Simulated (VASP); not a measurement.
A convergence study with VASP on HfC (space group no. 225 when undisturbed): a few settings are varied, all else stays as given below, so the limit is that of these other settings. One atom is moved off its site, so that forces are finite.

```
HfC
1.0
    0.00000     2.33160     2.33160
    2.33160     0.00000     2.33160
    2.33160     2.33160     0.00000
Hf C
1 1
Direct
  0.01072   0.01072   0.98928
  0.50000   0.50000   0.50000
```

Method: LDA (Ceperley-Alder, Perdew-Zunger), VASP's LDA PAW potentials (set 64) (plane waves; VASP). The last row used: 400 eV cut-off, 12×12×12 Γ-centred mesh, Fermi-Dirac smearing of 0.10 eV, potentials Hf_pv C.

```tsv
setting	E (eV/atom)	pressure (GPa)	largest force (eV/Å)	irreducible k-points
EDIFF = 1E-01	[?]	[?]	0.337	163
EDIFF = 1E-02	[?]	[?]	0.337	163
EDIFF = 1E-03	-11.4161	-13.99	0.339	163
EDIFF = 1E-04	-11.4161	-14.13	0.338	163
EDIFF = 1E-05	-11.4161	-14.07	0.339	163
EDIFF = 1E-06	-11.4161	-14.06	0.339	163
EDIFF = 1E-07	-11.4161	-14.05	0.338	163
EDIFF = 1E-08	-11.4161	-14.05	0.338	163
EDIFF = 1E-10	-11.4161	-14.04	0.338	163
```

Problem. Complete the blanks.

Solution. 
- EDIFF = 1E-02, E (eV/atom): -11.4163
- EDIFF = 1E-02, pressure (GPa): -13.23
- EDIFF = 1E-01, E (eV/atom): -11.4196
- EDIFF = 1E-01, pressure (GPa): -9.71

Left out are rungs that failed or repeat a setting and relaxations that didn't move; long series are thinned to 24 rows.

The structure is a typed HfC crystal (space group no. 225). The cell was not relaxed at this level, it is distorted from the ideal structure.
